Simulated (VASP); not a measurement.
# CdTe2Se4 (I-4) in VASP: single point with PBE

Aim: the single point of CdTe2Se4 with PBE.

Everything below comes from runs of VASP 6.6.1. Logs are shortened: lines on timing, memory, paths and dates and some standing lists are left out, and cuts for length are marked.

## (1) The structure

It takes space group I-4 (No. 82, tetragonal). Conventional cell: a = 5.613 Å, b = 5.613 Å, c = 10.860 Å, α = 90.00°, β = 90.00°, γ = 90.00°. Te (site symmetry -4) has 4 Se at 2.52 Å as nearest neighbours. Te (site symmetry -4) has 4 Se at 2.48 Å as nearest neighbours. Around Se (site symmetry 1) lie 2 Te at 2.48 to 2.52 Å and 1 Cd at 2.62 Å. Around Cd (site symmetry -4) lie 4 Se at 2.62 Å.

The cell was built by a generator and needn't be a form met in nature.

## (2) Single point, PBE

The input, INCAR:

```
PREC = Accurate ; ENCUT = 520
EDIFF = 1E-6 ; ISMEAR = 1
SIGMA = 0.0213 ; LREAL = False
LASPH = True ; NELM = 100
ALGO = Normal ; ISIF = 2
LWAVE = False ; LCHARG = True
GGA = PE ; LELF = True
LVHAR = True ; NBANDS = 33
```

The input, KPOINTS:

```
Automatic mesh
0
Gamma
  5 5 5
```

The input, POSCAR:

```
CdTe2Se4
1.0
    0.0000000000      5.6133330000      0.0000000000
    5.6133330000      0.0000000000      0.0000000000
    2.8066660000      2.8066660000     -5.4298360000
Te Se Cd
2 4 1
Direct
    0.7500000000      0.2500000000      0.5000000000
    0.5000000000      0.5000000000      0.0000000000
    0.3738000000      0.4384000000      0.7104000000
    0.5616000000      0.0842000000      0.2896000000
    0.9158000000      0.8512000000      0.7104000000
    0.1488000000      0.6262000000      0.2896000000
    0.0000000000      0.0000000000      0.0000000000
```

Potentials or basis: VASP PAW PBE potentials, release 64 (Te, Se, Cd).

The run is started by

```
$ cat potpaw_PBE.64/Te/POTCAR potpaw_PBE.64/Se/POTCAR potpaw_PBE.64/Cd/POTCAR > POTCAR
$ mpirun -np 1 vasp_std > vasp.out
```

OUTCAR:

```text
PREC = Accurate
   ENCUT = 520
   EDIFF = 1E-6
   ISMEAR = 1
   LREAL = False
   LASPH = True
   NELM = 100
   ISIF = 2
   GGA = PE

 ion  position               nearest neighbor table
   1  0.750  0.250  0.500-   4 2.52   3 2.52   5 2.52   6 2.52
   2  0.500  0.500  0.000-   3 2.48   6 2.48   4 2.48   5 2.48
   3  0.374  0.438  0.710-   2 2.48   1 2.52   7 2.62
   4  0.562  0.084  0.290-   2 2.48   1 2.52   7 2.62
   5  0.916  0.851  0.710-   2 2.48   1 2.52   7 2.62
   6  0.149  0.626  0.290-   2 2.48   1 2.52   7 2.62
   7  0.000  0.000  0.000-   5 2.62   6 2.62   4 2.62   3 2.62

  LATTYP: Found a body centered tetragonal cell.
 ALAT       =     5.6133330000
 C/A-ratio  =     1.9346210175

  Lattice vectors:

 A1 = (  -2.8066660000,   2.8066670000,   5.4298360000)
 A2 = (   2.8066670000,  -2.8066660000,   5.4298360000)
 A3 = (   2.8066660000,   2.8066660000,  -5.4298360000)

Analysis of symmetry for initial positions (statically):
=====================================================================
 Subroutine PRICEL returns:
 Original cell was already a primitive cell.

 Routine SETGRP: Setting up the symmetry group for a
 body centered tetragonal supercell.

 Subroutine GETGRP returns: Found  4 space group operations
 (whereof  4 operations were pure point group operations)
 out of a pool of 16 trial point group operations.

The static configuration has the point symmetry S_4 .

Analysis of symmetry for dynamics (positions and initial velocities):
=====================================================================
 Subroutine PRICEL returns:
 Original cell was already a primitive cell.

 Routine SETGRP: Setting up the symmetry group for a
 body centered tetragonal supercell.

 Subroutine GETGRP returns: Found  4 space group operations
 (whereof  4 operations were pure point group operations)
 out of a pool of 16 trial point group operations.

The dynamic configuration has the point symmetry S_4 .

 Subroutine INISYM returns: Found  4 space group operations
 (whereof  4 operations are pure point group operations),
 and found     1 'primitive' translations

----------------------------------------------------------------------------------------

                                     Primitive cell

[... 97 lines left out ...]
   LREAL  =      F    real-space projection
   EDIFFG = 0.1E-04   stopping-criterion for IOM
   NSW    =      0    number of steps for IOM
   IBRION =     -1    ionic relax: 0-MD 1-quasi-New 2-CG
   NFREE  =      0    steps in history (QN), initial steepest desc. (CG)
   ISIF   =      2    stress and relaxation
   ISYM   =      2    0-nonsym 1-usesym 2-fastsym
   POTIM  = 0.5000    time-step for ionic-motion
   TEBEG  =    0.0;   TEEND  =   0.0 temperature during run
   PSTRESS=    0.0 pullay stress
   NELECT =      48.0000    total number of electrons
   NUPDOWN=      -1.0000    fix difference up-down
   EMIN   =  10.00;   EMAX   =-10.00  energy-range for DOS
   EFERMI =   0.00;   METHOD = LEGACY
   ISMEAR =     1;   SIGMA  =   0.02  broadening in eV -4-tet -1-fermi 0-gaus
   EFERMI_NEDOS =   21; number of points for ismear=-14 and -15
   IALGO  =     38    algorithm
   IMIX   =      4    mixing-type and parameters
     AMIX     =   0.40;   BMIX     =  1.00
     AMIX_MAG =   1.60;   BMIX_MAG =  1.00
  volume/ion in A,a.u.               =      24.44       164.94
  Fermi-wavevector in a.u.,A,eV,Ry     =   1.071715  2.025247 15.627272  1.148572
  Thomas-Fermi vector in A             =   2.207463
   LORBIT       =      0    0 simple, 1 ext, 2 COOP (PROOUT), +10 PAW based schemes
   GGA     = PE    functional components
   LHFCALC =     F    Hartree Fock is set to
   AEXX    =    0.0000 exact exchange contribution
   IVDW    =     0    specifies the selected vdW correction
   LEPSILON=     F    determine dielectric tensor
   LRPA    =     F    only Hartree local field effects (RPA)
 non-spin polarized calculation
 Methfessel and Paxton  Order N= 1 SIGMA  =   0.02
  energy-cutoff  :      520.00
  volume of cell :      171.09
 maximum number of plane-waves:      4640
 NGX is ok and might be reduce to    42
   NGX = 21   NGY = 21   NGZ = 25

 number of electron      47.9999997 magnetization

 Free energy of the ion-electron system (eV)
  ---------------------------------------------------
  ext. energy  EPLUGINS =         0.00000000
  ---------------------------------------------------
  free energy    TOTEN  =       -16.34731939 eV

  energy without entropy =      -16.34659636  energy(sigma->0) =      -16.34707838

 E-fermi :   6.1236     XC(G=0):  -9.7896

 val. band max:        6.1190392780   @ k =   0.4000   0.4000  -0.0000
 cond. band min:       6.1773642265   @ k =   0.0000   0.0000   0.4000
 fundamental gap:      0.0583249485
 Fermi energy:         6.1235820483

 k-point     1 :       0.0000    0.0000    0.0000
  band No.  band energies     occupation
      1     -10.8014      2.00000
      2      -8.1975      2.00000
      3      -8.1975      2.00000
      4      -8.1421      2.00000
      5      -7.2268      2.00000
      6      -4.3455      2.00000
[... 745 lines left out ...]
     32      10.1373      0.00000
     33      10.7288      0.00000

------------------------ aborting loop because EDIFF is reached ----------------------------------------

  FORCE on cell =-STRESS in cart. coord.  units (eV):
  Direction    XX          YY          ZZ          XY          YZ          ZX
  --------------------------------------------------------------------------------------
  -------------------------------------------------------------------------------------
  Total       23.9919528     23.9919528     25.8099854      0.0000017      0.0000024      0.0000024
  in kB      224.6714325    224.6714325    241.6963078      0.0000157      0.0000223      0.0000223
  external PRESSURE =     230.3463909 kB  Pullay stress =       0.0000000 kB

 VOLUME and BASIS-vectors are now :
 -----------------------------------------------------------------------------
  energy-cutoff  :      520.00
  volume of cell :      171.09
      direct lattice vectors                 reciprocal lattice vectors
     0.000000000  5.613333000  0.000000000     0.000000000  0.178147279  0.092083796
     5.613333000  0.000000000  0.000000000     0.178147279  0.000000000  0.092083796
     2.806666000  2.806666000 -5.429836000     0.000000000  0.000000000 -0.184167625

 POSITION                                       TOTAL-FORCE (eV/Angst)
 -----------------------------------------------------------------------------------
      2.80667      5.61333     -2.71492        -0.000000     -0.000000      0.000000
      2.80667      2.80667      0.00000        -0.000000     -0.000000      0.000000
      4.45474      4.09212     -3.85736         0.615909     -3.052058      1.093142
      1.28545      3.96526     -1.57248        -3.052058     -0.615909     -1.093142
      6.77192      7.13455     -3.85736        -0.615909      3.052058      1.093142
      4.32788      1.64807     -1.57248         3.052058      0.615909     -1.093142
      0.00000      0.00000      0.00000        -0.000000     -0.000000      0.000000
 -----------------------------------------------------------------------------------
    total drift:                               -0.000002     -0.000004      0.000000

  FREE ENERGIE OF THE ION-ELECTRON SYSTEM (eV)
  ---------------------------------------------------
  free  energy   TOTEN  =       -16.3473193949 eV

  energy  without entropy=      -16.3465963605  energy(sigma->0) =      -16.34707838
```

OSZICAR:

```text
N       E                     dE             d eps       ncg     rms          rms(c)
DAV:   1     0.295249439421E+03    0.29525E+03   -0.20796E+04  1386   0.127E+03
DAV:   2     0.571796660566E+01   -0.28953E+03   -0.27518E+03  1679   0.254E+02
DAV:   3    -0.167523704775E+02   -0.22470E+02   -0.21680E+02  1702   0.700E+01
DAV:   4    -0.171670393477E+02   -0.41467E+00   -0.41295E+00  1593   0.954E+00
DAV:   5    -0.171756207768E+02   -0.85814E-02   -0.85741E-02  1714   0.132E+00    0.347E+01
DAV:   6    -0.163697043744E+02    0.80592E+00   -0.12928E+00  1535   0.958E+00    0.194E+01
DAV:   7    -0.163690889557E+02    0.61542E-03   -0.87900E-01  1624   0.417E+00    0.726E+00
DAV:   8    -0.163525470638E+02    0.16542E-01   -0.73847E-02  1522   0.221E+00    0.200E+00
DAV:   9    -0.163477051680E+02    0.48419E-02   -0.20433E-02  1580   0.628E-01    0.119E+00
DAV:  10    -0.163473118839E+02    0.39328E-03   -0.25754E-03  1572   0.260E-01    0.145E-01
DAV:  11    -0.163473157182E+02   -0.38343E-05   -0.16828E-04  1611   0.773E-02    0.170E-01
DAV:  12    -0.163473191352E+02   -0.34171E-05   -0.27715E-05  1555   0.444E-02    0.239E-02
DAV:  13    -0.163473193949E+02   -0.25968E-06   -0.72895E-06  1659   0.132E-02
   1 F= -.16347319E+02 E0= -.16347078E+02  d E =-.723034E-03
```

Wall time 97 s (1 thread of Intel Xeon Platinum 8488C (Sapphire Rapids), shared host); peak memory 0.35 GiB.

Results:

```yaml
Free_energy: -16.3473 eV
Pressure: 23.0 GPa
Largest_force: 3.300 eV/Å
Band_gap_on_the_k_mesh: none (metal or under the smearing width)
```

Forces on the atoms (eV/Å):
```
Te   0.000  0.000  0.000
Te   0.000  0.000  0.000
Se   0.616 -3.052  1.093
Se  -3.052 -0.616 -1.093
Se  -0.616  3.052  1.093
Se   3.052  0.616 -1.093
Cd   0.000  0.000  0.000
```

Caveat: so large a pressure means that the cell lies far from this level's equilibrium, or that cutoff or potentials fall short; forces of over 1 eV/Å show positions far from the minimum, so gaps and moduli don't describe the material at rest. Spin-orbit coupling is left out, which matters for the levels of Te.
